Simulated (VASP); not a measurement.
# Mg (P6_3/mmc) in VASP: elastic constants with r2SCAN

Aim: the elastic constants of Mg with r2SCAN.

Program: VASP 6.6.1. These are calculated values, not measurements. Logs are shortened: lines on timing, memory, paths and dates and some standing lists are left out, and cuts for length are marked.

## 1. Starting point

It takes space group P6_3/mmc (No. 194, hexagonal). The conventional cell has a = 3.209 Å, b = 3.209 Å, c = 5.210 Å, α = 90.00°, β = 90.00°, γ = 120.00°. Mg (site symmetry -6m2) has 12 Mg at 3.20 to 3.21 Å as nearest neighbours.

## 2. Elastic constants, r2SCAN

File POSCAR:

```
Mg
1.0
    3.2093000000      0.0000000000      0.0000000000
   -1.6046500000      2.7793353300      0.0000000000
    0.0000000000      0.0000000000      5.2103000000
Mg
2
Direct
    0.3333333300      0.6666666700      0.2500000000
    0.6666666700      0.3333333300      0.7500000000
```

File INCAR.step1:

```
PREC = Accurate
ENCUT = 600
EDIFF = 1E-8
ISMEAR = 0
SIGMA = 0.1
LREAL = False
LASPH = True
NELM = 60
ALGO = Normal
ISIF = 3
LWAVE = False
LCHARG = False
METAGGA = R2SCAN
LMIXTAU = True
IBRION = 2
NSW = 40
EDIFFG = -0.002
```

File INCAR.step2:

```
PREC = Accurate
ENCUT = 600
EDIFF = 1E-8
ISMEAR = 0
SIGMA = 0.1
LREAL = False
LASPH = True
NELM = 60
ALGO = Normal
ISIF = 3
LWAVE = False
LCHARG = False
METAGGA = R2SCAN
LMIXTAU = True
IBRION = 6
NFREE = 2
POTIM = 0.015
NSW = 1
```

File KPOINTS:

```
regular mesh
0
Gamma
  15 15 8
```

Potentials or basis: VASP PAW PBE potentials, release 64 (Mg).

Command:

```sh
$ cat potpaw_PBE.64/Mg/POTCAR > POTCAR
$ cp INCAR.step1 INCAR
$ mpirun -np 1 vasp_std > vasp.out
$ cp CONTCAR POSCAR
$ cp INCAR.step2 INCAR
$ mpirun -np 1 vasp_std > vasp.out
```

OUTCAR:

```text
PREC = Accurate
   ENCUT = 600
   EDIFF = 1E-8
   ISMEAR = 0
   LREAL = False
   LASPH = True
   NELM = 60
   ISIF = 3
   METAGGA = R2SCAN
   IBRION = 6
   NFREE = 2
   POTIM = 0.015
   NSW = 1

 ion  position               nearest neighbor table
   1  0.333  0.667  0.250-   2 3.14   2 3.14   2 3.14   2 3.14   2 3.14   2 3.14
   2  0.667  0.333  0.750-   1 3.14   1 3.14   1 3.14   1 3.14   1 3.14   1 3.14

  LATTYP: Found a hexagonal cell.
 ALAT       =     3.1868574846
 C/A-ratio  =     1.5982168556

  Lattice vectors:

 A1 = (   3.1868574846,   0.0000000000,   0.0000000000)
 A2 = (  -1.5934287423,   2.7598995415,   0.0000000000)
 A3 = (   0.0000000000,   0.0000000000,   5.0932893482)

Analysis of symmetry for initial positions (statically):
=====================================================================
 Subroutine PRICEL returns:
 Original cell was already a primitive cell.

 Routine SETGRP: Setting up the symmetry group for a
 hexagonal supercell.

 Subroutine GETGRP returns: Found 24 space group operations
 (whereof 12 operations were pure point group operations)
 out of a pool of 24 trial point group operations.

The static configuration has the point symmetry D_3d.
 The point group associated with its full space group is D_6h.

Analysis of symmetry for dynamics (positions and initial velocities):
=====================================================================
 Subroutine PRICEL returns:
 Original cell was already a primitive cell.

 Routine SETGRP: Setting up the symmetry group for a
 hexagonal supercell.

 Subroutine GETGRP returns: Found 24 space group operations
 (whereof 12 operations were pure point group operations)
 out of a pool of 24 trial point group operations.

The dynamic configuration has the point symmetry D_3d.
[... 564 lines left out ...]
      5       6.5398      0.00000
      6       7.0407      0.00000

 [... further k-points ...]

------------------------ aborting loop because EDIFF is reached ----------------------------------------

  FORCE on cell =-STRESS in cart. coord.  units (eV):
  Direction    XX          YY          ZZ          XY          YZ          ZX
  --------------------------------------------------------------------------------------
  -------------------------------------------------------------------------------------
  Total       -0.0007436     -0.0007436      0.0027769      0.0000000     -0.0000000      0.0000000
  in kB       -0.0265944     -0.0265944      0.0993151      0.0000000     -0.0000000      0.0000000
  external PRESSURE =       0.0153754 kB  Pullay stress =       0.0000000 kB
[... 17 lines left out ...]
  FREE ENERGIE OF THE ION-ELECTRON SYSTEM (eV)
  ---------------------------------------------------
  free  energy   TOTEN  =        -8.3000683644 eV

  energy  without entropy=       -8.2963455703  energy(sigma->0) =       -8.29820697

 INTERNAL STRAIN TENSORS FROM STRAINED CELLS
 ============================================

 INTERNAL STRAIN TENSOR FOR ION    1 for displacements in x,y,z  (eV/Angst):
          X           Y           Z          XY          YZ          ZX
  --------------------------------------------------------------------------------
  x    -0.00000     0.00000    -0.00000    -1.03034    -0.00000     0.00000
  y    -1.03633     1.03613     0.00000     0.00001    -0.00000     0.00000
  z    -0.00000     0.00000     0.00000     0.00000     0.00189    -0.00000

 INTERNAL STRAIN TENSORS FROM DISPLACED ATOMS
 ============================================

 INTERNAL STRAIN TENSOR FOR ION    1 for displacements in x,y,z  (eV/Angst):
          X           Y           Z          XY          YZ          ZX
  --------------------------------------------------------------------------------
  x     0.00000     0.00000     0.00000    -1.04515     0.00000     0.00000
  y    -1.04515     1.04515     0.00000     0.00000     0.00000     0.00000
  z    -0.00000     0.00000     0.00000     0.00000     0.00000     0.00000

 INTERNAL STRAIN TENSOR FOR ION    2 for displacements in x,y,z  (eV/Angst):
          X           Y           Z          XY          YZ          ZX
  --------------------------------------------------------------------------------
  x     0.00000     0.00000     0.00000     1.04515     0.00000     0.00000
  y     1.04515    -1.04515    -0.00000     0.00000     0.00000     0.00000
  z     0.00000    -0.00000    -0.00000     0.00000    -0.00000     0.00000

 Eigenvectors and eigenvalues of the dynamical matrix
 ----------------------------------------------------

   1 f  =    8.044603 THz    50.545732 2PiTHz  268.339076 cm-1    33.269790 meV
             X         Y         Z           dx          dy          dz
     -0.000000  1.839933  1.273322     0.000000    0.000000    0.707107
      1.593429  0.919967  3.819967     0.000000    0.000000   -0.707107
[... 16 lines left out ...]
   5 f  =    0.000000 THz     0.000000 2PiTHz    0.000000 cm-1     0.000000 meV
             X         Y         Z           dx          dy          dz
     -0.000000  1.839933  1.273322     0.000000    0.000000    0.707107
      1.593429  0.919967  3.819967     0.000000    0.000000    0.707107

   6 f/i=    0.000000 THz     0.000000 2PiTHz    0.000001 cm-1     0.000000 meV
             X         Y         Z           dx          dy          dz
     -0.000000  1.839933  1.273322    -0.707062    0.007972   -0.000000
      1.593429  0.919967  3.819967    -0.707062    0.007972    0.000000

--------------------------------------------------------------------------------------------------------

 ELASTIC MODULI CONTR FROM IONIC RELAXATION (kBar)
 Direction    XX          YY          ZZ          XY          YZ          ZX
 --------------------------------------------------------------------------------
 XX         -45.6762     45.6762      0.0000      0.0000      0.0000      0.0000
 YY          45.6762    -45.6762     -0.0000      0.0000     -0.0000      0.0000
 ZZ           0.0000     -0.0000     -0.0000      0.0000     -0.0000      0.0000
 XY           0.0000      0.0000      0.0000    -45.6762      0.0000      0.0000
 YZ           0.0000     -0.0000     -0.0000      0.0000     -0.0000      0.0000
 ZX           0.0000      0.0000      0.0000      0.0000      0.0000      0.0000
 --------------------------------------------------------------------------------

 TOTAL ELASTIC MODULI (kBar)
 Direction    XX          YY          ZZ          XY          YZ          ZX
 --------------------------------------------------------------------------------
 XX         710.3680    304.0773    183.9668      0.0000     -0.0000      0.0000
 YY         304.0773    710.3681    183.9668      0.0000     -0.0000      0.0000
 ZZ         183.9668    183.9668    879.2725      0.0000     -0.0000     -0.0000
 XY           0.0000      0.0000      0.0000    203.1454      0.0000     -0.0000
 YZ          -0.0000      0.0000     -0.0000      0.0000    207.8212      0.0000
 ZX           0.0000      0.0000     -0.0000     -0.0000      0.0000    207.8212
 --------------------------------------------------------------------------------
```

OUTCAR.step1:

```text
PREC = Accurate
   ENCUT = 600
   EDIFF = 1E-8
   ISMEAR = 0
   LREAL = False
   LASPH = True
   NELM = 60
[... 728 lines left out ...]
  -------------------------------------------------------------------------------------
  Total       -0.0011375     -0.0011375      0.0008993      0.0000000      0.0000000     -0.0000000
  in kB       -0.0406826     -0.0406826      0.0321635      0.0000000      0.0000000     -0.0000000
  external PRESSURE =      -0.0164006 kB  Pullay stress =       0.0000000 kB
[... 17 lines left out ...]
  FREE ENERGIE OF THE ION-ELECTRON SYSTEM (eV)
  ---------------------------------------------------
  free  energy   TOTEN  =        -8.3004552475 eV

  energy  without entropy=       -8.2967216806  energy(sigma->0) =       -8.29858846

 reached required accuracy - stopping structural energy minimisation
```

Run time: 65 min. Hardware: 1 thread of Intel Xeon Platinum 8488C (Sapphire Rapids), shared host; peak memory 0.46 GiB.

Results:

```yaml
Relaxed_volume: 22.40 Å³/atom
Relaxed_cell: a = 3.187 Å, b = 3.187 Å, c = 5.093 Å, α = 90.00°, β = 90.00°, γ = 120.00°
Space_group_after_relaxing_to_0.05_Å: P6_3/mmc (No. 194)
Voigt_bulk_modulus: 40 GPa
Highest_phonon_frequency_at_Γ: 268 cm⁻¹
```

The path:
| step | energy change (eV) | largest force (eV/Å) | pressure (GPa) | volume (Å³) |
| --- | --- | --- | --- | --- |
| 1 | 0.0000 | 0.0000 | -1.38 | 46.47 |
| 2 | -0.0079 | 0.0000 | -0.31 | 45.14 |
| 3 | -0.0084 | 0.0000 | 0.04 | 44.76 |
| 4 | -0.0084 | 0.0000 | 0.07 | 44.72 |
| 5 | -0.0087 | 0.0000 | 0.04 | 44.75 |
| 6 | -0.0088 | 0.0000 | 0.01 | 44.79 |
| 7 | -0.0088 | 0.0000 | 0.01 | 44.78 |
| 8 | -0.0088 | 0.0000 | 0.01 | 44.78 |
| 9 | -0.0088 | 0.0000 | 0.00 | 44.80 |

Final structure:
```yaml
crystal:
  lattice:
    - [3.18686, 0.00000, 0.00000]
    - [-1.59343, 2.75990, 0.00000]
    - [0.00000, 0.00000, 5.09329]
  atoms:
    - { symbol: Mg, position: [0.33333, 0.66667, 0.25000] }
    - { symbol: Mg, position: [0.66667, 0.33333, 0.75000] }
```

Phonon frequencies in cm⁻¹ (negative: imaginary):
```csv
q point,frequencies
"(0.000, 0.000, 0.000)",0 0 0 138 138 268
```

Elastic tensor in Voigt notation (GPa, in the Cartesian axes of the cell as first typed):
```
71 30 18  0  0  0
30 71 18  0  0  0
18 18 88  0  0  0
 0  0  0 21  0  0
 0  0  0  0 21  0
 0  0  0  0  0 20
```

Clamped-ion elastic tensor (GPa):
```
76 26 18  0  0  0
26 76 18  0  0  0
18 18 88  0  0  0
 0  0  0 21  0  0
 0  0  0  0 21  0
 0  0  0  0  0 25
```

Caveat: the PAW data sets were made with another functional, which shifts forces and pressure a little.
